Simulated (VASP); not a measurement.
# SnO2 (Cassiterite): X-ray absorption with a core hole, part 3 of 4

Aim: an X-ray absorption edge of SnO2 (Cassiterite) by the supercell core-hole method. The cell is of the rutile type, one of the forms listed for this formula, which need not be the common one. The start is a cell from a database of measured crystal structures.

VASP 6.6.1, plane waves and PAW; the level of theory is named at each step.

So far. Step 2 (Relaxation): At LDA, with these data sets, the largest force is down to 5.5e-5 eV/Å.

### 4. K edge, Wyckoff site O f, full hole

This step: supercell core-hole method, r2SCAN, full hole; plane waves and PAW (O, Sn_d, O) (VASP 6.6.1).

One core electron is taken from the first atom, which POSCAR lists as a species of its own, and NELECT stays that of the neutral valence shell, so the cell is charged against a background. NBANDS covers the range above the edge. The first density still holds the charge taken from the core, which is what the BRMIX lines of the log report.

Contents of INCAR:

```
SYSTEM = SnO2
PREC = Accurate
ENCUT = 400
EDIFF = 1E-06
NELM = 100
ISMEAR = 0
SIGMA = 0.05
LREAL = Auto
ALGO = Normal
METAGGA = R2SCAN
LASPH = .TRUE.
LWAVE = .FALSE.
LCHARG = .FALSE.
ICORELEVEL = 2
CLNT = 1
CLN = 1
CLL = 0
CLZ = 1
CH_LSPEC = .TRUE.
CH_NEDOS = 1500
CH_SIGMA = 0.5
NBANDS = 800
NELECT = 624
```

Contents of POSCAR:

```
SnO2
1.0
    9.4760000000      0.0000000000      0.0000000000
    0.0000000000      9.4760000000      0.0000000000
    0.0000000000      0.0000000000      9.5595000000
O Sn O
1 24 47
Direct
    0.1529580758      0.1529580758      0.0000000000
    0.0000000000      0.0000000000      0.0000000000
    0.0000000000      0.0000000000      0.3333333333
    0.0000000000      0.0000000000      0.6666666667
    0.0000000000      0.5000000000      0.0000000000
    0.0000000000      0.5000000000      0.3333333333
    0.0000000000      0.5000000000      0.6666666667
    0.5000000000      0.0000000000      0.0000000000
    0.5000000000      0.0000000000      0.3333333333
    0.5000000000      0.0000000000      0.6666666667
    0.5000000000      0.5000000000      0.0000000000
    0.5000000000      0.5000000000      0.3333333333
    0.5000000000      0.5000000000      0.6666666667
    0.2500000000      0.2500000000      0.1666666667
    0.2500000000      0.2500000000      0.5000000000
    0.2500000000      0.2500000000      0.8333333333
    0.2500000000      0.7500000000      0.1666666667
    0.2500000000      0.7500000000      0.5000000000
    0.2500000000      0.7500000000      0.8333333333
    0.7500000000      0.2500000000      0.1666666667
    0.7500000000      0.2500000000      0.5000000000
    0.7500000000      0.2500000000      0.8333333333
    0.7500000000      0.7500000000      0.1666666667
    0.7500000000      0.7500000000      0.5000000000
    0.7500000000      0.7500000000      0.8333333333
    0.1529580758      0.1529580758      0.3333333333
    0.1529580758      0.1529580758      0.6666666667
    0.1529580758      0.6529580758      0.0000000000
    0.1529580758      0.6529580758      0.3333333333
    0.1529580758      0.6529580758      0.6666666667
    0.6529580758      0.1529580758      0.0000000000
    0.6529580758      0.1529580758      0.3333333333
    0.6529580758      0.1529580758      0.6666666667
    0.6529580758      0.6529580758      0.0000000000
    0.6529580758      0.6529580758      0.3333333333
    0.6529580758      0.6529580758      0.6666666667
    0.0970419242      0.4029580758      0.1666666667
    0.0970419242      0.4029580758      0.5000000000
    0.0970419242      0.4029580758      0.8333333333
    0.0970419242      0.9029580758      0.1666666667
    0.0970419242      0.9029580758      0.5000000000
    0.0970419242      0.9029580758      0.8333333333
    0.5970419242      0.4029580758      0.1666666667
    0.5970419242      0.4029580758      0.5000000000
    0.5970419242      0.4029580758      0.8333333333
    0.5970419242      0.9029580758      0.1666666667
    0.5970419242      0.9029580758      0.5000000000
    0.5970419242      0.9029580758      0.8333333333
    0.3470419242      0.3470419242      0.0000000000
    0.3470419242      0.3470419242      0.3333333333
    0.3470419242      0.3470419242      0.6666666667
    0.3470419242      0.8470419242      0.0000000000
    0.3470419242      0.8470419242      0.3333333333
    0.3470419242      0.8470419242      0.6666666667
    0.8470419242      0.3470419242      0.0000000000
    0.8470419242      0.3470419242      0.3333333333
    0.8470419242      0.3470419242      0.6666666667
    0.8470419242      0.8470419242      0.0000000000
    0.8470419242      0.8470419242      0.3333333333
    0.8470419242      0.8470419242      0.6666666667
    0.4029580758      0.0970419242      0.1666666667
    0.4029580758      0.0970419242      0.5000000000
    0.4029580758      0.0970419242      0.8333333333
    0.4029580758      0.5970419242      0.1666666667
    0.4029580758      0.5970419242      0.5000000000
    0.4029580758      0.5970419242      0.8333333333
    0.9029580758      0.0970419242      0.1666666667
    0.9029580758      0.0970419242      0.5000000000
    0.9029580758      0.0970419242      0.8333333333
    0.9029580758      0.5970419242      0.1666666667
    0.9029580758      0.5970419242      0.5000000000
    0.9029580758      0.5970419242      0.8333333333
```

Contents of KPOINTS:

```
Automatic mesh
0
Gamma
2 2 2
0 0 0
```

The projector-augmented-wave data sets are O, Sn_d and O (PBE family, release 64).

On the command line:

```bash
mpirun -np 8 vasp_std
```

The program printed:

```text
[banner, memory and clock lines left out]
running    8 mpi-ranks, on    1 nodes
 distrk:  each k-point on    8 cores,    1 groups
 distr:  one band on    1 cores,    8 groups

 POSCAR found type information on POSCAR O SnO
 POSCAR found :  3 types and      72 ions
 [... a notice as in an earlier step ...]

 [... a notice as in an earlier step ...]

 LDA part: xc-table for (None), standard interpolation
 POSCAR, INCAR and KPOINTS ok, starting setup
 FFT: planning ... GRIDC
 FFT: planning ... GRID_SOFT
 FFT: planning ... GRID
 WAVECAR not read
 entering main loop
       N       E                     dE             d eps       ncg     rms          rms(c)
DAV:   1     0.676900335540E+04    0.67690E+04   -0.13965E+05  9600   0.109E+03
DAV:   2     0.344083027703E+02   -0.67346E+04   -0.56162E+04  9632   0.278E+02
DAV:   3    -0.131686260807E+04   -0.13513E+04   -0.12794E+04 10712   0.137E+02
DAV:   4    -0.138195301989E+04   -0.65090E+02   -0.64628E+02 11272   0.303E+01
DAV:   5    -0.138296457157E+04   -0.10116E+01   -0.10110E+01 11872   0.372E+00BRMIX: very serious problems
 the old and the new charge density differ
 old charge density:   625.00000 new  624.00000
    0.588E+01
DAV:   6    -0.114485624895E+04    0.23811E+03   -0.29265E+01 14016   0.374E+01    0.234E+01
DAV:   7    -0.114898443063E+04   -0.41282E+01   -0.42231E+01 11568   0.744E+00    0.145E+01
DAV:   8    -0.115027318632E+04   -0.12888E+01   -0.41785E+00 13168   0.694E+00    0.554E+00
DAV:   9    -0.114953693861E+04    0.73625E+00   -0.63501E-01 13976   0.405E+00    0.659E-01
DAV:  10    -0.114958212964E+04   -0.45191E-01   -0.47348E-01 11176   0.820E-01    0.616E-01
DAV:  11    -0.114958303114E+04   -0.90149E-03   -0.91811E-03 12688   0.149E-01    0.352E-01
DAV:  12    -0.114958417070E+04   -0.11396E-02   -0.11356E-03 13280   0.114E-01    0.195E-01
DAV:  13    -0.114958425220E+04   -0.81499E-04   -0.10487E-03 11312   0.664E-02    0.334E-02
DAV:  14    -0.114958431645E+04   -0.64243E-04   -0.42023E-04 12104   0.260E-02    0.265E-02
DAV:  15    -0.114958432735E+04   -0.10905E-04   -0.18661E-05 12752   0.908E-03    0.108E-02
DAV:  16    -0.114958432629E+04    0.10595E-05   -0.43181E-06 11200   0.379E-03    0.406E-03
DAV:  17    -0.114958432412E+04    0.21698E-05   -0.18569E-06  7208   0.199E-03    0.168E-03
DAV:  18    -0.114958432324E+04    0.88326E-06   -0.79689E-08  5680   0.115E-03
   1 F= -.11495843E+04 E0= -.11495843E+04  d E =-.197549E-21
 Starting Core_Hole_Spec
 Ending Core_Hole_Spec
```

Wall time 48 min (8 MPI ranks of AMD EPYC 7R43, shared host); peak memory 3.3 GiB; 6.4 h of CPU time.

OUTCAR, selected parts (step 4):

```text
NELECT = 624

 ion  position               nearest neighbor table
   1  0.153  0.153  0.000-   2 2.05  14 2.06  16 2.06
   2  0.000  0.000  0.000-   1 2.05  58 2.05  42 2.06  40 2.06  67 2.06  69 2.06   4 3.19   3 3.19
                            22 3.71  23 3.71  25 3.71  14 3.71  16 3.71  17 3.71  19 3.71  20 3.71
   3  0.000  0.000  0.333-  26 2.05  59 2.05  40 2.06  67 2.06  41 2.06  68 2.06   2 3.19   4 3.19
                            20 3.71  23 3.71  14 3.71  17 3.71  18 3.71  24 3.71  15 3.71  21 3.71
   4  0.000  0.000  0.667-  27 2.05  60 2.05  42 2.06  69 2.06  68 2.06  41 2.06   2 3.19   3 3.19
                            22 3.71  25 3.71  16 3.71  19 3.71  24 3.71  15 3.71  21 3.71  18 3.71
   5  0.000  0.500  0.000-  28 2.05  55 2.05  39 2.06  37 2.06  70 2.06  72 2.06   6 3.19   7 3.19
                            23 3.71  25 3.71  14 3.71  16 3.71  17 3.71  19 3.71  20 3.71  22 3.71
   6  0.000  0.500  0.333-  29 2.05  56 2.05  37 2.06  70 2.06  38 2.06  71 2.06   5 3.19   7 3.19
                            20 3.71  23 3.71  14 3.71  17 3.71  18 3.71  24 3.71  15 3.71  21 3.71
   7  0.000  0.500  0.667-  30 2.05  57 2.05  39 2.06  72 2.06  71 2.06  38 2.06   5 3.19   6 3.19
                            22 3.71  25 3.71  16 3.71  19 3.71  24 3.71  15 3.71  21 3.71  18 3.71
   8  0.500  0.000  0.000-  31 2.05  52 2.05  48 2.06  46 2.06  61 2.06  63 2.06   9 3.19  10 3.19
                            23 3.71  25 3.71  14 3.71  16 3.71  17 3.71  19 3.71  20 3.71  22 3.71
   9  0.500  0.000  0.333-  32 2.05  53 2.05  46 2.06  61 2.06  47 2.06  62 2.06   8 3.19  10 3.19
                            20 3.71  23 3.71  14 3.71  17 3.71  18 3.71  24 3.71  15 3.71  21 3.71
  10  0.500  0.000  0.667-  33 2.05  54 2.05  48 2.06  63 2.06  62 2.06  47 2.06   8 3.19   9 3.19
                            22 3.71  25 3.71  16 3.71  19 3.71  24 3.71  15 3.71  21 3.71  18 3.71
  11  0.500  0.500  0.000-  34 2.05  49 2.05  45 2.06  43 2.06  64 2.06  66 2.06  12 3.19  13 3.19
                            23 3.71  25 3.71  14 3.71  16 3.71  17 3.71  19 3.71  20 3.71  22 3.71
  12  0.500  0.500  0.333-  35 2.05  50 2.05  43 2.06  64 2.06  44 2.06  65 2.06  11 3.19  13 3.19
                            20 3.71  23 3.71  14 3.71  17 3.71  18 3.71  24 3.71  15 3.71  21 3.71
  13  0.500  0.500  0.667-  36 2.05  51 2.05  45 2.06  66 2.06  65 2.06  44 2.06  11 3.19  12 3.19
                            22 3.71  25 3.71  16 3.71  19 3.71  24 3.71  15 3.71  21 3.71  18 3.71
  14  0.250  0.250  0.167-  37 2.05  61 2.05  50 2.06  26 2.06   1 2.06  49 2.06  15 3.19  16 3.19
                            12 3.71   3 3.71   6 3.71   9 3.71   2 3.71   8 3.71   5 3.71  11 3.71
  15  0.250  0.250  0.500-  38 2.05  62 2.05  26 2.06  50 2.06  51 2.06  27 2.06  14 3.19  16 3.19
                             3 3.71   4 3.71   6 3.71   7 3.71   9 3.71  10 3.71  12 3.71  13 3.71
  16  0.250  0.250  0.833-  39 2.05  63 2.05  51 2.06  27 2.06   1 2.06  49 2.06  15 3.19  14 3.19
                            13 3.71   4 3.71   7 3.71  10 3.71   2 3.71   8 3.71   5 3.71  11 3.71
  17  0.250  0.750  0.167-  40 2.05  64 2.05  53 2.06  29 2.06  28 2.06  52 2.06  18 3.19  19 3.19
                             3 3.71   6 3.71   9 3.71  12 3.71   8 3.71   5 3.71  11 3.71   2 3.71
  18  0.250  0.750  0.500-  41 2.05  65 2.05  29 2.06  53 2.06  54 2.06  30 2.06  17 3.19  19 3.19
                             3 3.71   4 3.71   6 3.71   7 3.71   9 3.71  10 3.71  12 3.71  13 3.71
  19  0.250  0.750  0.833-  42 2.05  66 2.05  54 2.06  30 2.06  28 2.06  52 2.06  18 3.19  17 3.19
                             4 3.71   7 3.71  10 3.71  13 3.71   8 3.71   5 3.71  11 3.71   2 3.71
  20  0.750  0.250  0.167-  43 2.05  67 2.05  56 2.06  32 2.06  31 2.06  55 2.06  21 3.19  22 3.19
                             3 3.71   6 3.71   9 3.71  12 3.71   8 3.71   5 3.71  11 3.71   2 3.71
[...]
71  0.903  0.597  0.500-  24 2.05   7 2.06   6 2.06
  72  0.903  0.597  0.833-  25 2.05   7 2.06   5 2.06

The static configuration has the point symmetry C_2v.

 Found      6 irreducible k-points:

   k-points           NKPTS =      6   k-points in BZ     NKDIM =      6   number of bands    NBANDS=    800

 the core state eigenenergies are
   1-  1s   -570.1628
   2-  1s -29114.0238  2s  -4410.6317  2p  -3964.4370  3s   -852.9710  3p   -705.9457
       3d   -479.6585  4s   -130.4646  4p    -85.5713
   3-  1s -29113.2221  2s  -4409.8310  2p  -3963.6356  3s   -852.1802  3p   -705.1548
       3d   -478.8666  4s   -129.6911  4p    -84.7992
   4-  1s -29113.2221  2s  -4409.8310  2p  -3963.6356  3s   -852.1802  3p   -705.1548
       3d   -478.8666  4s   -129.6911  4p    -84.7992
   5-  1s -29113.1980  2s  -4409.8080  2p  -3963.6125  3s   -852.1586  3p   -705.1332
       3d   -478.8449  4s   -129.6718  4p    -84.7802
   6-  1s -29113.0968  2s  -4409.7043  2p  -3963.5091  3s   -852.0522  3p   -705.0268
       3d   -478.7387  4s   -129.5607  4p    -84.6684
   7-  1s -29113.0968  2s  -4409.7043  2p  -3963.5091  3s   -852.0522  3p   -705.0268
       3d   -478.7387  4s   -129.5607  4p    -84.6684
   8-  1s -29113.1980  2s  -4409.8080  2p  -3963.6125  3s   -852.1586  3p   -705.1332
       3d   -478.8449  4s   -129.6718  4p    -84.7802
   9-  1s -29113.0968  2s  -4409.7043  2p  -3963.5091  3s   -852.0522  3p   -705.0268
[...]
3d   -478.7894  4s   -129.6100  4p    -84.7175
  12-  1s -29112.9775  2s  -4409.5857  2p  -3963.3904  3s   -851.9345  3p   -704.9091
       3d   -478.6208  4s   -129.4445  4p    -84.5524
  13-  1s -29112.9775  2s  -4409.5857  2p  -3963.3904  3s   -851.9345  3p   -704.9091
       3d   -478.6208  4s   -129.4445  4p    -84.5524
  14-  1s -29114.0908  2s  -4410.6977  2p  -3964.5031  3s   -853.0357  3p   -706.0104
       3d   -479.7233  4s   -130.5270  4p    -85.6333
  15-  1s -29113.1951  2s  -4409.8027  2p  -3963.6074  3s   -852.1505  3p   -705.1251
       3d   -478.8370  4s   -129.6588  4p    -84.7665
  16-  1s -29114.0908  2s  -4410.6977  2p  -3964.5031  3s   -853.0357  3p   -706.0104
       3d   -479.7233  4s   -130.5270  4p    -85.6333
  17-  1s -29113.1292  2s  -4409.7380  2p  -3963.5426  3s   -852.0872  3p   -705.0618
       3d   -478.7736  4s   -129.5980  4p    -84.7061
  18-  1s -29113.0125  2s  -4409.6204  2p  -3963.4251  3s   -851.9690  3p   -704.9436
       3d   -478.6554  4s   -129.4787  4p    -84.5865
  19-  1s -29113.1292  2s  -4409.7380  2p  -3963.5426  3s   -852.0872  3p   -705.0618
       3d   -478.7736  4s   -129.5980  4p    -84.7061
  20-  1s -29113.1292  2s  -4409.7380  2p  -3963.5426  3s   -852.0872  3p   -705.0618
       3d   -478.7736  4s   -129.5980  4p    -84.7061
[...]
71-  1s   -511.2544
  72-  1s   -511.3595

 E-fermi :   6.1069

 k-point     1 :       0.0000    0.0000    0.0000
  band No.  band energies     occupation
    ...
    308       5.1442      2.00000
    309       5.1510      2.00000
    310       5.1693      2.00000
    311       5.1818      2.00000
    312       5.7740      2.00000
    313       7.5749      0.00000
    314      10.3208      0.00000
    315      10.4591      0.00000
    316      10.7277      0.00000
    317      10.8792      0.00000
    ...

 k-point     2 :       0.5000    0.0000    0.0000
  band No.  band energies     occupation
    ...
    308       5.0943      2.00000
    309       5.1067      2.00000
    310       5.1129      2.00000
    311       5.4287      2.00000
    312       5.5569      2.00000
    313       8.6715      0.00000
    314       8.9373      0.00000
    315      10.5992      0.00000
    316      10.7104      0.00000
    317      10.8174      0.00000
    ...

  Total      -22.7260119    -22.7260119    -11.5024491      4.2625011      0.0000000      0.0000000
  in kB      -42.4178381    -42.4178381    -21.4691881      7.9559089      0.0000000      0.0000000
  external PRESSURE =     -35.4349548 kB  Pullay stress =       0.0000000 kB

 POSITION                                       TOTAL-FORCE (eV/Angst)
 -----------------------------------------------------------------------------------
      1.44943      1.44943      0.00000        -0.363745     -0.363745     -0.000000
      0.00000      0.00000      0.00000        -2.763055     -2.763055     -0.000000
      0.00000      0.00000      3.18650        -0.318457     -0.318457      0.583572
      0.00000      0.00000      6.37300        -0.318457     -0.318457     -0.583572
      0.00000      4.73800      0.00000        -0.474769      0.692837     -0.000000
      0.00000      4.73800      3.18650        -0.289968      0.272695      0.366409
      0.00000      4.73800      6.37300        -0.289968      0.272695     -0.366409
      4.73800      0.00000      0.00000         0.692837     -0.474769     -0.000000
      4.73800      0.00000      3.18650         0.272695     -0.289968      0.366409
      4.73800      0.00000      6.37300         0.272695     -0.289968     -0.366409
      4.73800      4.73800      0.00000         0.547203      0.547203     -0.000000
      4.73800      4.73800      3.18650         0.153731      0.153731      0.145592
      4.73800      4.73800      6.37300         0.153731      0.153731     -0.145592
      2.36900      2.36900      1.59325         1.778933      1.778933      3.095953
      2.36900      2.36900      4.77975         0.305818      0.305818     -0.000000
      2.36900      2.36900      7.96625         1.778933      1.778933     -3.095953
      2.36900      7.10700      1.59325         0.281872     -0.359404      0.172012
      2.36900      7.10700      4.77975         0.110137     -0.104865     -0.000000
      2.36900      7.10700      7.96625         0.281872     -0.359404     -0.172012
      7.10700      2.36900      1.59325        -0.359404      0.281872      0.172012
      7.10700      2.36900      4.77975        -0.104865      0.110137     -0.000000
      7.10700      2.36900      7.96625        -0.359404      0.281872     -0.172012
      7.10700      7.10700      1.59325        -0.132736     -0.132736      0.102505
      7.10700      7.10700      4.77975        -0.093789     -0.093789     -0.000000
      7.10700      7.10700      7.96625        -0.132736     -0.132736     -0.102505
      1.44943      1.44943      3.18650        -0.095412     -0.095412     -0.625551
      1.44943      1.44943      6.37300        -0.095412     -0.095412      0.625551
      1.44943      6.18743      0.00000        -0.075005     -0.066741     -0.000000
      1.44943      6.18743      3.18650        -0.101784     -0.066838     -0.135398
      1.44943      6.18743      6.37300        -0.101784     -0.066838      0.135398
      6.18743      1.44943      0.00000        -0.066741     -0.075005     -0.000000
      6.18743      1.44943      3.18650        -0.066838     -0.101784     -0.135398
      6.18743      1.44943      6.37300        -0.066838     -0.101784      0.135398
      6.18743      6.18743      0.00000        -0.019641     -0.019641     -0.000000
      6.18743      6.18743      3.18650        -0.039232     -0.039232     -0.053144
      6.18743      6.18743      6.37300        -0.039232     -0.039232      0.053144
      0.91957      3.81843      1.59325         0.463917     -0.878114     -0.523442
      0.91957      3.81843      4.77975         0.148029     -0.203134     -0.000000
[...]
-----------------------------------------------------------------------------------
    total drift:                                0.005860      0.005860     -0.000001

  FREE ENERGIE OF THE ION-ELECTRON SYSTEM (eV)
  ---------------------------------------------------
  free  energy   TOTEN  =     -1149.5843232389 eV

  energy  without entropy=    -1149.5843232389  energy(sigma->0) =    -1149.58432324

[... 6 parts as in an earlier step ...]

[... 4 further parts left out ...]
```

Numbers from this step:

```yaml
free_energy_toten: -1149.5843 eV
fermi_energy: 6.107 eV
```

The imaginary dielectric function times 10^5 has structure finer than the step of the table below, so its rows give means over 1 eV, whole bins alone (the curve runs from 520 to 565 eV). Peaks (eV: height): xx 525.5: 3.70, 531.7: 6.71, 545.2: 2.14, 553.8: 3.84; zz 525.5: 8.77, 529.6: 5.01, 547.5: 3.65.

Smoothed further by a Gaussian, to a width of roughly 1 to 1.2 eV in all; heights scale with one over the cell volume; the energy axis is the program's own, and the fall at its high end is where NBANDS ends. Table of imaginary dielectric function times 10^5 by photon energy; means over each step:

| photon energy (eV) | xx | zz |
| --- | --- | --- |
| 521 | 0.00254 | 5.1e-4 |
| 522 | 0.00581 | 0.00206 |
| 523 | 0.131 | 0.142 |
| 524 | 0.892 | 1.37 |
| 525 | 2.95 | 5.86 |
| 526 | 2.82 | 6.60 |
| 527 | 1.57 | 2.53 |
| 528 | 1.71 | 2.19 |
| 529 | 2.35 | 3.94 |
| 530 | 3.53 | 4.17 |
| 531 | 5.50 | 3.41 |
| 532 | 6.23 | 3.04 |
| 533 | 4.01 | 2.00 |
| 534 | 1.38 | 1.44 |
| 535 | 0.602 | 0.674 |
| 536 | 0.601 | 0.546 |
| 537 | 0.649 | 0.422 |
| 538 | 0.715 | 0.674 |
| 539 | 0.800 | 1.09 |
| 540 | 1.36 | 1.02 |
| 541 | 1.75 | 1.11 |
| 542 | 1.47 | 1.08 |
| 543 | 1.20 | 1.36 |
| 544 | 1.32 | 1.15 |
| 545 | 1.95 | 1.41 |
| 546 | 1.60 | 2.12 |
| 547 | 1.30 | 3.12 |
| 548 | 1.62 | 3.47 |
| 549 | 2.13 | 3.49 |
| 550 | 1.84 | 3.05 |
| 551 | 1.56 | 2.09 |
| 552 | 2.00 | 2.18 |
| 553 | 2.85 | 2.38 |
| 554 | 3.69 | 2.44 |
| 555 | 2.82 | 1.96 |
| 556 | 2.14 | 1.72 |
| 557 | 0.687 | 0.567 |
| 558 | 0.0272 | 0.0182 |
| 559 | 6.6e-5 | 3.0e-5 |

The smoothed xx curve reaches a tenth of its top at about 524 eV.

[end of part 3 of 4]

[Lines on the potential files, build, host, timing and source positions are cut from VASP's logs without a mark.]

[Logs are printed without paths, hosts, clocks, repeated set-up lines and the standing remarks that a program may print on its own settings, such as how far it seeks lower states.]

[Hosts, paths, dates, database ids (printed as entryN), source tags and the programs' standing remarks are cut or masked in the printed files.]
